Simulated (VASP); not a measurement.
```
Ni2Ge
1.0
    3.97664     0.00000     0.00000
   -1.98832     3.44387     0.00000
    0.00000     0.00000     5.02854
Ni Ge
4 2
Direct
  0.66667   0.33333   0.25000
  0.33333   0.66667   0.75000
  0.00000   0.00000   0.00000
  0.00000   0.00000   0.50000
  0.66667   0.33333   0.75000
  0.33333   0.66667   0.25000
```

Level of theory: r2SCAN meta-GGA with spin-orbit coupling, VASP's PBE PAW potentials (set 64) (plane waves; VASP 6.6.1). Settings: 400 eV cut-off, 8×8×6 Γ-centred mesh, Gaussian smearing of 0.050 eV, potentials Ni Ge_d.

Give the energies of bands 59 to 72 at the high-symmetry points, in eV from the Fermi level.

```json
[
 {"band": "59", "Γ": "-1.04", "M": "-1.38", "K": "-1.55", "A": "-1.20", "L": "-1.53", "H": "-1.27"},
 {"band": "60", "Γ": "-1.04", "M": "-1.38", "K": "-1.55", "A": "-1.20", "L": "-1.53", "H": "-1.27"},
 {"band": "61", "Γ": "-0.64", "M": "-1.23", "K": "-1.47", "A": "-1.16", "L": "-1.23", "H": "-1.20"},
 {"band": "62", "Γ": "-0.64", "M": "-1.23", "K": "-1.47", "A": "-1.16", "L": "-1.23", "H": "-1.20"},
 {"band": "63", "Γ": "-0.61", "M": "-1.18", "K": "-1.16", "A": "-1.16", "L": "-1.23", "H": "-1.18"},
 {"band": "64", "Γ": "-0.61", "M": "-1.18", "K": "-1.16", "A": "-1.16", "L": "-1.23", "H": "-1.18"},
 {"band": "65", "Γ": "0.11", "M": "-1.04", "K": "-1.07", "A": "1.64", "L": "-0.88", "H": "-1.11"},
 {"band": "66", "Γ": "0.11", "M": "-1.04", "K": "-1.07", "A": "1.64", "L": "-0.88", "H": "-1.11"},
 {"band": "67", "Γ": "2.47", "M": "-0.67", "K": "-0.57", "A": "1.64", "L": "-0.88", "H": "-1.07"},
 {"band": "68", "Γ": "2.47", "M": "-0.67", "K": "-0.57", "A": "1.64", "L": "-0.88", "H": "-1.07"},
 {"band": "69", "Γ": "2.78", "M": "-0.56", "K": "0.42", "A": "3.32", "L": "0.91", "H": "-0.25"},
 {"band": "70", "Γ": "2.78", "M": "-0.56", "K": "0.42", "A": "3.32", "L": "0.91", "H": "-0.25"},
 {"band": "71", "Γ": "2.80", "M": "0.78", "K": "0.52", "A": "3.32", "L": "0.91", "H": "-0.22"},
 {"band": "72", "Γ": "2.80", "M": "0.78", "K": "0.52", "A": "3.32", "L": "0.91", "H": "-0.22"}
]
```

It has no gap at this level: it comes out as a metal or semimetal.

The structure comes from a computed database's Ni2Ge entry (P6_3/mmc); how it stands against other phases isn't given here. It was relaxed first.
